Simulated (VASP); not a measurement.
# Sr2MnSi2O7: structure and properties in VASP, part 10 of 14

What structure and properties does LDA + U give Sr2MnSi2O7, and how near are they to the measured ones? The start is a cell from a database of measured crystal structures.

VASP 6.6.1; LDA, DFT+U (Mn d 3 eV), spin-polarised from a ferromagnetic start; plane waves and PAW (Sr_sv, Mn_pv, Si, O).

Still holding for the runs below: The magnetic state follows from one typed start and may not be the lowest. Experiment finds antiferromagnetic order in this phase (below 3.4 K, arxiv:2410.22741), so this ferromagnetic run describes another state.

So far, gap on the k-mesh (eV): step 2 (relaxing cell and atoms (LDA + U)) 2.34; step 4 (single point with fields (LDA + U)) 2.34; step 6 (density of states (LDA + U)) 2.33; step 7 (field gradients at the nuclei (LDA + U)) 2.34; step 8 (volume scan with LDA + U, volume scale 0.94) 2.34.

## Step 9: Volume scan with LDA + U, volume scale 0.96

Input file INCAR:

```
SYSTEM = Sr2MnSi2O7
PREC = Accurate
ENCUT = 520
EDIFF = 1E-06
NELM = 100
ISMEAR = 0
SIGMA = 0.05
LREAL = Auto
ALGO = Fast
GGA = CA
NBANDS = 125
ISPIN = 2
MAGMOM = 0.004 0.004 0.004 0.004 4.477 4.477 0.008 0.008 0.008 0.008 0.003 0.003 0.006 0.006 0.006 0.006 0.038 0.038 0.038 0.038 0.038 0.038 0.038 0.038
LDAU = .TRUE.
LDAUTYPE = 2
LDAUL = -1 2 -1 -1
LDAUU = 0 3 0 0
LDAUJ = 0 0 0 0
LDAUPRINT = 1
LASPH = .TRUE.
LMAXMIX = 4
LORBIT = 11
LWAVE = .FALSE.
LCHARG = .FALSE.
KPAR = 4
NCORE = 2
ISIF = 2
```

Input file POSCAR:

```
Sr2MnSi2O7
1.0
    7.9219338874      0.0000000000      0.0000000000
    0.0000000000      7.9219338874      0.0000000000
    0.0000000000      0.0000000000      5.0103857139
Sr Mn Si O
4 2 4 14
Direct
    0.3345770917      0.1654229083      0.5063260309
    0.1654229083      0.6654229083      0.4936739691
    0.6654229083      0.8345770917      0.5063260309
    0.8345770917      0.3345770917      0.4936739691
    0.0000000000      0.0000000000      0.0000000000
    0.5000000000      0.5000000000      0.0000000000
    0.1377929865      0.3622070135      0.9396728049
    0.3622070135      0.8622070135      0.0603271951
    0.8622070135      0.6377929865      0.9396728049
    0.6377929865      0.1377929865      0.0603271951
    0.5000000000      0.0000000000      0.1681971946
    0.0000000000      0.5000000000      0.8318028054
    0.1395688079      0.3604311921      0.2550303602
    0.3604311921      0.8604311921      0.7449696398
    0.8604311921      0.6395688079      0.2550303602
    0.6395688079      0.1395688079      0.7449696398
    0.0786485217      0.1935386624      0.7886769092
    0.1935386624      0.9213514783      0.2113230908
    0.9213514783      0.8064613376      0.7886769092
    0.8064613376      0.0786485217      0.2113230908
    0.5786485217      0.3064613376      0.2113230908
    0.6935386624      0.5786485217      0.7886769092
    0.4213514783      0.6935386624      0.2113230908
    0.3064613376      0.4213514783      0.7886769092
```

Input file KPOINTS:

```
Automatic mesh
0
Gamma
3 3 5
0 0 0
```

Potentials, in the order of the species: Sr_sv, Mn_pv, Si and O (LDA family, release 64).

The run is started by

```
mpirun -np 8 vasp_std
```

The log of the run:

```text
[... set-up lines as in an earlier step ...]
 entering main loop
       N       E                     dE             d eps       ncg     rms          rms(c)
DAV:   1     0.136927174438E+04    0.13693E+04   -0.84614E+04  4652   0.132E+03
DAV:   2    -0.873758912537E+02   -0.14566E+04   -0.13737E+04  4877   0.356E+02
DAV:   3    -0.216698879807E+03   -0.12932E+03   -0.12720E+03  5704   0.113E+02
DAV:   4    -0.221579594862E+03   -0.48807E+01   -0.48510E+01  6856   0.183E+01
DAV:   5    -0.221755641639E+03   -0.17605E+00   -0.17576E+00  6496   0.306E+00    0.526E+01
RMM:   6    -0.196075127934E+03    0.25681E+02   -0.96156E+01  5456   0.240E+01    0.406E+01
RMM:   7    -0.196051579349E+03    0.23549E-01   -0.11551E+01  5839   0.951E+00    0.292E+01
RMM:   8    -0.196096223438E+03   -0.44644E-01   -0.19476E+00  7192   0.329E+00    0.153E+01
RMM:   9    -0.195917003451E+03    0.17922E+00   -0.90641E-01  6354   0.290E+00    0.353E+00
RMM:  10    -0.195929291340E+03   -0.12288E-01   -0.19309E-01  7086   0.141E+00    0.119E+00
RMM:  11    -0.195940113662E+03   -0.10822E-01   -0.90146E-02  8096   0.642E-01    0.526E-01
RMM:  12    -0.195943564810E+03   -0.34511E-02   -0.40044E-02  8413   0.383E-01    0.421E-01
RMM:  13    -0.195946407998E+03   -0.28432E-02   -0.27069E-02  8550   0.280E-01    0.140E-01
RMM:  14    -0.195947788800E+03   -0.13808E-02   -0.14627E-02  8598   0.221E-01    0.715E-02
RMM:  15    -0.195949111577E+03   -0.13228E-02   -0.13273E-02  8712   0.183E-01    0.552E-02
RMM:  16    -0.195949859495E+03   -0.74792E-03   -0.73900E-03  8758   0.147E-01    0.408E-02
WARNING in EDDRMM: call to ZHEGV failed, returncode =   8  4    109
RMM:  17    -0.195950495637E+03   -0.63614E-03   -0.65138E-03  8686   0.127E-01    0.234E-02
RMM:  18    -0.195950896882E+03   -0.40124E-03   -0.40675E-03  8695   0.104E-01    0.114E-02
WARNING in EDDRMM: call to ZHEGV failed, returncode =   8  4     38
RMM:  19    -0.195951245455E+03   -0.34857E-03   -0.35525E-03  8674   0.880E-02    0.125E-02
RMM:  20    -0.195951464277E+03   -0.21882E-03   -0.22365E-03  8430   0.733E-02    0.108E-02
RMM:  21    -0.195951679262E+03   -0.21499E-03   -0.22157E-03  8289   0.628E-02    0.193E-02
WARNING in EDDRMM: call to ZHEGV failed, returncode =   6  3     51
RMM:  22    -0.195951819803E+03   -0.14054E-03   -0.14386E-03  8210   0.527E-02    0.285E-02
RMM:  23    -0.195951952081E+03   -0.13228E-03   -0.13704E-03  8044   0.452E-02    0.347E-02
WARNING in EDDRMM: call to ZHEGV failed, returncode =   8  4     37
WARNING in EDDRMM: call to ZHEGV failed, returncode =   8  4    106
RMM:  24    -0.195952025398E+03   -0.73318E-04   -0.78150E-04  7802   0.380E-02    0.373E-02
WARNING in EDDRMM: call to ZHEGV failed, returncode =   8  4     38
WARNING in EDDRMM: call to ZHEGV failed, returncode =   6  3     48
RMM:  25    -0.195952121268E+03   -0.95870E-04   -0.10241E-03  7604   0.336E-02    0.390E-02
WARNING in EDDRMM: call to ZHEGV failed, returncode =   6  3     60
WARNING in EDDRMM: call to ZHEGV failed, returncode =   6  3     77
WARNING in EDDRMM: call to ZHEGV failed, returncode =   8  4     77
RMM:  26    -0.195952169642E+03   -0.48374E-04   -0.52335E-04  7256   0.281E-02    0.404E-02
RMM:  27    -0.195952253815E+03   -0.84173E-04   -0.89125E-04  6993   0.250E-02    0.415E-02
WARNING in EDDRMM: call to ZHEGV failed, returncode =   6  3     42
RMM:  28    -0.195952288860E+03   -0.35045E-04   -0.36408E-04  6673   0.208E-02    0.431E-02
WARNING in EDDRMM: call to ZHEGV failed, returncode =   8  4     43
WARNING in EDDRMM: call to ZHEGV failed, returncode =   8  4     75
RMM:  29    -0.195952324187E+03   -0.35327E-04   -0.37941E-04  6368   0.183E-02    0.448E-02
WARNING in EDDRMM: call to ZHEGV failed, returncode =   6  3     52
WARNING in EDDRMM: call to ZHEGV failed, returncode =   6  3     71
RMM:  30    -0.195952352075E+03   -0.27888E-04   -0.31004E-04  6199   0.159E-02    0.446E-02
RMM:  31    -0.195952387967E+03   -0.35892E-04   -0.37138E-04  5975   0.143E-02    0.467E-02
WARNING in EDDRMM: call to ZHEGV failed, returncode =   6  3     61
WARNING in EDDRMM: call to ZHEGV failed, returncode =   6  3     53
RMM:  32    -0.195952404152E+03   -0.16185E-04   -0.15745E-04  5914   0.124E-02    0.498E-02
RMM:  33    -0.195952420806E+03   -0.16653E-04   -0.19804E-04  5821   0.116E-02    0.477E-02
WARNING in EDDRMM: call to ZHEGV failed, returncode =   6  3     46
RMM:  34    -0.195952430386E+03   -0.95803E-05   -0.11391E-04  5570   0.988E-03    0.471E-02
WARNING in EDDRMM: call to ZHEGV failed, returncode =   6  3     83
RMM:  35    -0.195952445225E+03   -0.14839E-04   -0.15518E-04  4847   0.814E-03    0.482E-02
RMM:  36    -0.195952451326E+03   -0.61009E-05   -0.65731E-05  4638   0.703E-03    0.486E-02
RMM:  37    -0.195952458272E+03   -0.69465E-05   -0.77842E-05  4305   0.619E-03    0.489E-02
WARNING in EDDRMM: call to ZHEGV failed, returncode =   6  3     66
RMM:  38    -0.195952462759E+03   -0.44864E-05   -0.50548E-05  4127   0.552E-03    0.494E-02
WARNING in EDDRMM: call to ZHEGV failed, returncode =   6  3     86
RMM:  39    -0.195952468045E+03   -0.52866E-05   -0.57610E-05  4284   0.513E-03    0.505E-02
RMM:  40    -0.195952470964E+03   -0.29187E-05   -0.35750E-05  4195   0.476E-03    0.501E-02
RMM:  41    -0.195952475250E+03   -0.42859E-05   -0.47992E-05  4595   0.492E-03    0.501E-02
WARNING in EDDRMM: call to ZHEGV failed, returncode =   6  3     74
RMM:  42    -0.195952477281E+03   -0.20308E-05   -0.27055E-05  4497   0.428E-03    0.498E-02
RMM:  43    -0.195952479893E+03   -0.26122E-05   -0.38606E-05  4673   0.476E-03    0.491E-02
RMM:  44    -0.195952479478E+03    0.41542E-06   -0.23118E-05  4634   0.509E-03    0.460E-02
RMM:  45    -0.195952480173E+03   -0.69537E-06   -0.30246E-05  4492   0.444E-03    0.427E-02
RMM:  46    -0.195952479758E+03    0.41511E-06   -0.16364E-05  4340   0.401E-03    0.389E-02
RMM:  47    -0.195952479990E+03   -0.23170E-06   -0.24411E-05  4315   0.405E-03    0.337E-02
RMM:  48    -0.195952478874E+03    0.11157E-05   -0.15038E-05  4820   0.509E-03    0.247E-02
WARNING in EDDRMM: call to ZHEGV failed, returncode =   6  3     57
RMM:  49    -0.195952480237E+03   -0.13630E-05   -0.21201E-05  4154   0.351E-03    0.228E-02
RMM:  50    -0.195952480498E+03   -0.26080E-06   -0.10332E-05  4384   0.378E-03    0.181E-02
RMM:  51    -0.195952481591E+03   -0.10934E-05   -0.14453E-05  4208   0.330E-03    0.163E-02
RMM:  52    -0.195952482325E+03   -0.73441E-06   -0.83093E-06  4003   0.263E-03
   1 F= -.19595248E+03 E0= -.19595248E+03  d E =-.144252E-12  mag=    10.0000
```

It took 4.1 min on 8 MPI ranks of Intel Xeon 6975P-C (Granite Rapids), shared host; peak memory 3.3 GiB.

OUTCAR, selected parts (step 9):

```text
   ENCUT  =  520.0 eV  38.22 Ry    6.18 a.u.  14.73 14.73  9.32*2*pi/ulx,y,z

   NELECT =     166.0000    total number of electrons

atom =   5  type =  2  l = 2

 onsite density matrix

spin component  1

  0.9466  0.0000  0.0000  0.0000 -0.0026
  0.0000  0.9449 -0.0000  0.0000  0.0000
  0.0000 -0.0000  0.9385 -0.0000 -0.0000
  0.0000  0.0000 -0.0000  0.9449  0.0000
 -0.0026  0.0000 -0.0000  0.0000  0.9469

spin component  2

  0.0696 -0.0000  0.0000  0.0000 -0.0316
 -0.0000  0.0808  0.0000  0.0000 -0.0000
  0.0000  0.0000  0.0267  0.0000 -0.0000
  0.0000  0.0000  0.0000  0.0808  0.0000
 -0.0316 -0.0000 -0.0000  0.0000  0.0719

 occupancies and eigenvectors

  o =  0.0267  v =  0.0000  0.0000  0.0000  0.0000  0.0000  0.0000 -0.0000  1.0000 -0.0000  0.0000      0.0000  0.0000  0.0000  0.0000  0.0000  0.0000  0.0000  0.0000  0.0000  0.0000
  o =  0.0392  v =  0.0000  0.0000  0.0000  0.0000  0.0000  0.7199  0.0000 -0.0000 -0.0000  0.6941      0.0000  0.0000  0.0000  0.0000  0.0000  0.0000  0.0000  0.0000  0.0000  0.0000
  o =  0.0808  v =  0.0000  0.0000  0.0000  0.0000  0.0000 -0.0000  0.0000 -0.0000 -1.0000 -0.0000      0.0000  0.0000  0.0000  0.0000  0.0000  0.0000  0.0000  0.0000  0.0000  0.0000
  o =  0.0808  v =  0.0000  0.0000  0.0000  0.0000  0.0000  0.0000 -1.0000 -0.0000 -0.0000  0.0000      0.0000  0.0000  0.0000  0.0000  0.0000  0.0000  0.0000  0.0000  0.0000  0.0000
  o =  0.1024  v =  0.0000  0.0000  0.0000  0.0000  0.0000  0.6941  0.0000  0.0000 -0.0000 -0.7199      0.0000  0.0000  0.0000  0.0000  0.0000  0.0000  0.0000  0.0000  0.0000  0.0000
  o =  0.9385  v =  0.0000 -0.0000  1.0000 -0.0000  0.0000  0.0000  0.0000  0.0000  0.0000  0.0000      0.0000  0.0000  0.0000  0.0000  0.0000  0.0000  0.0000  0.0000  0.0000  0.0000
  o =  0.9441  v = -0.7278  0.0000  0.0000  0.0000 -0.6858  0.0000  0.0000  0.0000  0.0000  0.0000      0.0000  0.0000  0.0000  0.0000  0.0000  0.0000  0.0000  0.0000  0.0000  0.0000
  o =  0.9449  v =  0.0000  0.1475 -0.0000 -0.9891 -0.0000  0.0000  0.0000  0.0000  0.0000  0.0000      0.0000  0.0000  0.0000  0.0000  0.0000  0.0000  0.0000  0.0000  0.0000  0.0000
  o =  0.9449  v =  0.0000 -0.9891 -0.0000 -0.1475  0.0000  0.0000  0.0000  0.0000  0.0000  0.0000      0.0000  0.0000  0.0000  0.0000  0.0000  0.0000  0.0000  0.0000  0.0000  0.0000
  o =  0.9494  v = -0.6858  0.0000 -0.0000 -0.0000  0.7278  0.0000  0.0000  0.0000  0.0000  0.0000      0.0000  0.0000  0.0000  0.0000  0.0000  0.0000  0.0000  0.0000  0.0000  0.0000

atom =   6  type =  2  l = 2

 onsite density matrix

spin component  1

  0.9466  0.0000  0.0000  0.0000  0.0026
  0.0000  0.9449  0.0000 -0.0000 -0.0000
  0.0000  0.0000  0.9385  0.0000  0.0000
  0.0000 -0.0000  0.0000  0.9449  0.0000
  0.0026 -0.0000  0.0000  0.0000  0.9469

spin component  2

  0.0696  0.0000 -0.0000 -0.0000  0.0316
  0.0000  0.0808  0.0000  0.0000  0.0000
 -0.0000  0.0000  0.0267 -0.0000  0.0000
 -0.0000  0.0000 -0.0000  0.0808 -0.0000
  0.0316  0.0000  0.0000 -0.0000  0.0719

 occupancies and eigenvectors

  o =  0.0267  v =  0.0000  0.0000  0.0000  0.0000  0.0000  0.0000 -0.0000  1.0000 -0.0000 -0.0000      0.0000  0.0000  0.0000  0.0000  0.0000  0.0000  0.0000  0.0000  0.0000  0.0000
  o =  0.0392  v =  0.0000  0.0000  0.0000  0.0000  0.0000  0.7199  0.0000 -0.0000 -0.0000 -0.6941      0.0000  0.0000  0.0000  0.0000  0.0000  0.0000  0.0000  0.0000  0.0000  0.0000
  o =  0.0808  v =  0.0000  0.0000  0.0000  0.0000  0.0000  0.0000 -1.0000 -0.0000 -0.0000  0.0000      0.0000  0.0000  0.0000  0.0000  0.0000  0.0000  0.0000  0.0000  0.0000  0.0000
  o =  0.0808  v =  0.0000  0.0000  0.0000  0.0000  0.0000 -0.0000  0.0000 -0.0000 -1.0000 -0.0000      0.0000  0.0000  0.0000  0.0000  0.0000  0.0000  0.0000  0.0000  0.0000  0.0000
  o =  0.1024  v =  0.0000  0.0000  0.0000  0.0000  0.0000 -0.6941 -0.0000 -0.0000  0.0000 -0.7199      0.0000  0.0000  0.0000  0.0000  0.0000  0.0000  0.0000  0.0000  0.0000  0.0000
[...]
87       3.6140      1.00000
     88       3.8485      1.00000
     89       6.3336      0.00000
     90       8.1450      0.00000
     91       8.1450      0.00000
     92       8.3146      0.00000
     93       8.5009      0.00000
    ...

 k-point     2 :       0.3333    0.0000    0.0000
  band No.  band energies     occupation
    ...
     84       3.2501      1.00000
     85       3.4256      1.00000
     86       3.4408      1.00000
     87       3.7063      1.00000
     88       3.8122      1.00000
     89       6.8649      0.00000
     90       7.8332      0.00000
     91       8.2063      0.00000
     92       8.3255      0.00000
     93       8.6030      0.00000
    ...

  Total       12.2190174     12.2190174     13.2653257      0.0000000      0.0000000      0.0000000
  in kB       62.2605966     62.2605966     67.5919401      0.0000000      0.0000000      0.0000000
  external PRESSURE =      64.0377111 kB  Pullay stress =       0.0000000 kB

 POSITION                                       TOTAL-FORCE (eV/Angst)
 -----------------------------------------------------------------------------------
      2.65050      1.31047      2.53689         0.039164     -0.039164     -0.005572
      1.31047      5.27144      2.47350        -0.039164     -0.039164      0.005572
      5.27144      6.61146      2.53689        -0.039164      0.039164     -0.005572
      6.61146      2.65050      2.47350         0.039164      0.039164      0.005572
      0.00000      0.00000      0.00000         0.000000      0.000000      0.000000
      3.96097      3.96097      0.00000        -0.000000      0.000000      0.000000
      1.09159      2.86938      4.70812         0.000205     -0.000205      0.037687
      2.86938      6.83035      0.30226        -0.000205     -0.000205     -0.037687
      6.83035      5.05255      4.70812        -0.000205      0.000205      0.037687
      5.05255      1.09159      0.30226         0.000205      0.000205     -0.037687
      3.96097      0.00000      0.84273        -0.000000      0.000000      0.227584
      0.00000      3.96097      4.16765         0.000000      0.000000     -0.227584
      1.10565      2.85531      1.27780        -0.002662      0.002662      0.735438
      2.85531      6.81628      3.73259         0.002662      0.002662     -0.735438
      6.81628      5.06662      1.27780         0.002662     -0.002662      0.735438
      5.06662      1.10565      3.73259        -0.002662     -0.002662     -0.735438
      0.62305      1.53320      3.95158        -0.185170     -0.442179     -0.411581
      1.53320      7.29889      1.05881        -0.442179      0.185170      0.411581
      7.29889      6.38873      3.95158         0.185170      0.442179     -0.411581
      6.38873      0.62305      1.05881         0.442179     -0.185170      0.411581
      4.58402      2.42777      1.05881        -0.185170      0.442179      0.411581
      5.49417      4.58402      3.95158        -0.442179     -0.185170     -0.411581
      3.33792      5.49417      1.05881         0.185170     -0.442179      0.411581
      2.42777      3.33792      3.95158         0.442179      0.185170     -0.411581
 -----------------------------------------------------------------------------------
    total drift:                               -0.000003     -0.000003     -0.000000

  FREE ENERGIE OF THE ION-ELECTRON SYSTEM (eV)
  ---------------------------------------------------
  free  energy   TOTEN  =      -195.9524823254 eV

  energy  without entropy=     -195.9524823254  energy(sigma->0) =     -195.95248233

 magnetization (x)
# of ion       s       p       d       tot
------------------------------------------
    1        0.000   0.000   0.004   0.004
    2        0.000   0.000   0.004   0.004
    3        0.000   0.000   0.004   0.004
    4        0.000   0.000   0.004   0.004
    5        0.020   0.055   4.383   4.458
    6        0.020   0.055   4.383   4.458
    7        0.003   0.006   0.000   0.009
    8        0.003   0.006   0.000   0.009
    9        0.003   0.006   0.000   0.009
   10        0.003   0.006   0.000   0.009
   11        0.001   0.003   0.000   0.003
   12        0.001   0.003   0.000   0.003
   13        0.001   0.006   0.000   0.007
   14        0.001   0.006   0.000   0.007
   15        0.001   0.006   0.000   0.007
   16        0.001   0.006   0.000   0.007
   17        0.002   0.038   0.000   0.041
   18        0.002   0.038   0.000   0.041
   19        0.002   0.038   0.000   0.041
   20        0.002   0.038   0.000   0.041
   21        0.002   0.038   0.000   0.041
   22        0.002   0.038   0.000   0.041
   23        0.002   0.038   0.000   0.041
   24        0.002   0.038   0.000   0.041
--------------------------------------------------
tot          0.075   0.473   8.781   9.328

[... 5 parts as in an earlier step ...]

[... 16 further parts left out ...]
[key lines of the parts left out:]
E-fermi :   4.2266
```

Numbers from this step:

* SCF cycles: 52
* free energy (TOTEN): -195.9525 eV
* Fermi energy: 4.227 eV
* pressure: 6.404 GPa
* gap on the k-mesh: 2.343 eV
* least direct gap on the k-mesh: 2.485 eV

Force by atom:

| atom | x (eV/Å) | y (eV/Å) | z (eV/Å) | size |
| --- | --- | --- | --- | --- |
| Sr1 | 0.039 | -0.039 | -0.006 | 0.056 |
| Sr2 | -0.039 | -0.039 | 0.006 | 0.056 |
| Sr3 | -0.039 | 0.039 | -0.006 | 0.056 |
| Sr4 | 0.039 | 0.039 | 0.006 | 0.056 |
| Mn5 | 0.000 | 0.000 | 0.000 | 0.000 |
| Mn6 | 0.000 | 0.000 | 0.000 | 0.000 |
| Si7 | 0.000 | 0.000 | 0.038 | 0.038 |
| Si8 | 0.000 | 0.000 | -0.038 | 0.038 |
| Si9 | 0.000 | 0.000 | 0.038 | 0.038 |
| Si10 | 0.000 | 0.000 | -0.038 | 0.038 |
| O11 | 0.000 | 0.000 | 0.228 | 0.228 |
| O12 | 0.000 | 0.000 | -0.228 | 0.228 |
| O13 | -0.003 | 0.003 | 0.735 | 0.735 |
| O14 | 0.003 | 0.003 | -0.735 | 0.735 |
| O15 | 0.003 | -0.003 | 0.735 | 0.735 |
| O16 | -0.003 | -0.003 | -0.735 | 0.735 |
| O17 | -0.185 | -0.442 | -0.412 | 0.632 |
| O18 | -0.442 | 0.185 | 0.412 | 0.632 |
| O19 | 0.185 | 0.442 | -0.412 | 0.632 |
| O20 | 0.442 | -0.185 | 0.412 | 0.632 |
| O21 | -0.185 | 0.442 | 0.412 | 0.632 |
| O22 | -0.442 | -0.185 | -0.412 | 0.632 |
| O23 | 0.185 | -0.442 | 0.412 | 0.632 |
| O24 | 0.442 | 0.185 | -0.412 | 0.632 |

The pressure falls from 10.16 to 6.40 GPa.

The run ends at a pressure of 6.40 GPa, with forces up to 0.74 eV/Å.

(Part 10 of 14 ends here.)

[Lines on the potential files, build, host, timing and source positions are cut from VASP's logs without a mark.]

[Logs are printed without paths, hosts, clocks, repeated set-up lines and the standing remarks that a program may print on its own settings, such as how far it seeks lower states.]

[Hosts, paths, dates, database ids (printed as entryN), source tags and the programs' standing remarks are cut or masked in the printed files.]

[A measured line is paired with the nearest computed mode of its activity, which favours agreement.]
